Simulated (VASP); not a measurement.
These are PBEsol GGA, VASP's PBE PAW potentials (set 64) (plane waves; VASP) values and carry that method's errors.

VASP ran on this input.

### POSCAR
```
As
1
    3.5342911030    -1.9039458061    -0.0540997419
    3.5342911030     1.9039458061    -0.0540997419
    2.5665578036     0.0000000000     3.0969528499
As
2
Direct
  0.2304979450   0.2304979450   0.2304979450
  0.7695020550   0.7695020550   0.7695020550
```

INCAR:
```
SYSTEM = As
PREC = Accurate
ENCUT = 480
EDIFF = 1E-7
NELM = 100
ALGO = Normal
LREAL = .FALSE.
LASPH = .TRUE.
ISMEAR = 1
SIGMA = 0.1
GGA = PS
LMAXMIX = 4
LWAVE = .FALSE.
LCHARG = .FALSE.
ISIF = 2
```

### KPOINTS
```
Automatic mesh
0
Gamma
12 12 12
0 0 0
```

POTCAR, in this order: As (PBE.64 set). Program: vasp_std.

Question: Estimate the energy per atom (σ→0), band gap (on the k-mesh).

Answer: 
The energy per atom (σ→0) is -5.108 eV/atom. The band gap (on the k-mesh) is none (metal, semimetal or under 0.01 eV).

### OSZICAR
```
...
DAV:   5    -0.102424215258E+02   -0.15380E-04   -0.15379E-04  9942   0.847E-02    0.326E+00
DAV:   6    -0.102259240151E+02    0.16498E-01   -0.42932E-03  9446   0.476E-01    0.194E+00
DAV:   7    -0.102165615204E+02    0.93625E-02   -0.94466E-03  9226   0.725E-01    0.680E-02
DAV:   8    -0.102165904571E+02   -0.28937E-04   -0.21097E-04  8906   0.114E-01    0.221E-02
DAV:   9    -0.102166018912E+02   -0.11434E-04   -0.23373E-05 10344   0.374E-02    0.766E-03
DAV:  10    -0.102166012191E+02    0.67209E-06   -0.27618E-06  9908   0.109E-02    0.232E-03
DAV:  11    -0.102166011352E+02    0.83843E-07   -0.27056E-07  8609   0.401E-03
   1 F= -.10216601E+02 E0= -.10216605E+02  d E =0.130791E-04
```

The compound is As in the a7 structure. This cell was strained or had an atom moved on purpose.
